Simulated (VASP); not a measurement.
Method: PBE GGA, VASP's PBE PAW potentials (set 64) (plane waves; VASP).

The input files of a VASP run:

### POSCAR
```
Cd4SeTe3
13.0005610
  0.4999999963   0.0000000000   0.0000000000
  0.0000000000   0.4999999963   0.0000000000
  0.0000000000   0.0000000000   0.4999999963
Cd Te Se
4 3 1
Cart
  0.0041896928   0.4958103036   0.4958103036
  0.2458103054   0.2541896909   0.4958103036
  0.2458103054   0.4958103036   0.2541896909
  0.0041896928   0.2541896909   0.2541896909
  0.1249999991   0.1249999991   0.1249999991
  0.3749999972   0.3749999972   0.1249999991
  0.3749999972   0.1249999991   0.3749999972
  0.1249999991   0.3749999972   0.3749999972
```

### KPOINTS
```
Regular mesh
0
G
  3 3 3
```

### INCAR
```
SYSTEM = Cd4SeTe3
PREC = Accurate; ENCUT = 400; LREAL = .FALSE.
LASPH = .TRUE.
EDIFF = 1E-6; NELM = 100; ALGO = Normal
LMAXMIX = 4
ISMEAR = 0; SIGMA = 0.05
GGA = PE
LWAVE = .FALSE.; LCHARG = .TRUE.
```

POTCAR, in this order: Cd Te Se (PBE.64 set). Program: vasp_std.

Output

OSZICAR:
```
       N       E                     dE             d eps       ncg     rms          rms(c)
DAV:   1     0.422096752171E+03    0.42210E+03   -0.28474E+04   344   0.119E+03
DAV:   2     0.335910324949E+01   -0.41874E+03   -0.41244E+03   391   0.316E+02
DAV:   3    -0.206282105762E+02   -0.23987E+02   -0.23904E+02   413   0.761E+01
DAV:   4    -0.209417762604E+02   -0.31357E+00   -0.31335E+00   399   0.796E+00
DAV:   5    -0.209452331934E+02   -0.34569E-02   -0.34559E-02   397   0.866E-01    0.107E+01
DAV:   6    -0.198696816457E+02    0.10756E+01   -0.24979E+00   388   0.110E+01    0.859E+00
DAV:   7    -0.198203402238E+02    0.49341E-01   -0.93578E-01   364   0.365E+00    0.335E+00
DAV:   8    -0.198181913937E+02    0.21488E-02   -0.91277E-02   385   0.237E+00    0.777E-01
DAV:   9    -0.198191527624E+02   -0.96137E-03   -0.15031E-02   359   0.942E-01    0.237E-01
DAV:  10    -0.198192799440E+02   -0.12718E-03   -0.13687E-03   364   0.274E-01    0.128E-01
DAV:  11    -0.198194243260E+02   -0.14438E-03   -0.51048E-04   356   0.107E-01    0.322E-02
DAV:  12    -0.198194305107E+02   -0.61848E-05   -0.96675E-05   386   0.478E-02    0.150E-02
DAV:  13    -0.198194500042E+02   -0.19494E-04   -0.46710E-05   344   0.446E-02    0.941E-03
DAV:  14    -0.198194491673E+02    0.83697E-06   -0.11672E-05   370   0.271E-02    0.328E-03
DAV:  15    -0.198194494933E+02   -0.32606E-06   -0.31928E-06   284   0.661E-03
   1 F= -.19819449E+02 E0= -.19819449E+02  d E =-.698461E-11
```

OUTCAR:
```
------------------------ aborting loop because EDIFF is reached ----------------------------------------
  FORCE on cell =-STRESS in cart. coord.  units (eV):
  Direction    XX          YY          ZZ          XY          YZ          ZX
  --------------------------------------------------------------------------------------
  Total        0.1049321      0.1049321      0.1049321     -0.0000000     -0.0000000     -0.0000000
  in kB        0.6121004      0.6121004      0.6121004     -0.0000000     -0.0000000     -0.0000000
  external PRESSURE =       0.6121004 kB  Pullay stress =       0.0000000 kB
  volume of cell :      274.66
      direct lattice vectors                 reciprocal lattice vectors
     6.500280452  0.000000000  0.000000000     0.153839516  0.000000000  0.000000000
     0.000000000  6.500280452  0.000000000     0.000000000  0.153839516  0.000000000
     0.000000000  0.000000000  6.500280452     0.000000000  0.000000000  0.153839516
 POSITION                                       TOTAL-FORCE (eV/Angst)
 -----------------------------------------------------------------------------------
      0.05447      6.44581      6.44581         0.004002     -0.004002     -0.004002
      3.19567      3.30461      6.44581        -0.004002      0.004002     -0.004002
      3.19567      6.44581      3.30461        -0.004002     -0.004002      0.004002
      0.05447      3.30461      3.30461         0.004002      0.004002      0.004002
      1.62507      1.62507      1.62507        -0.000000     -0.000000      0.000000
      4.87521      4.87521      1.62507        -0.000000      0.000000      0.000000
      4.87521      1.62507      4.87521        -0.000000      0.000000      0.000000
      1.62507      4.87521      4.87521        -0.000000      0.000000      0.000000
 -----------------------------------------------------------------------------------
    total drift:                                0.000000      0.000000     -0.000000
  FREE ENERGIE OF THE ION-ELECTRON SYSTEM (eV)
  ---------------------------------------------------
  free  energy   TOTEN  =       -19.8194494933 eV

  energy  without entropy=      -19.8194494933  energy(sigma->0) =      -19.81944949
```
(Selected blocks of OUTCAR.)

The structure was generated: Cd4SeTe3 was put into an ordered model structure (P-43m), which need not be its known phase. It was relaxed first, which changed the volume by +6 %.
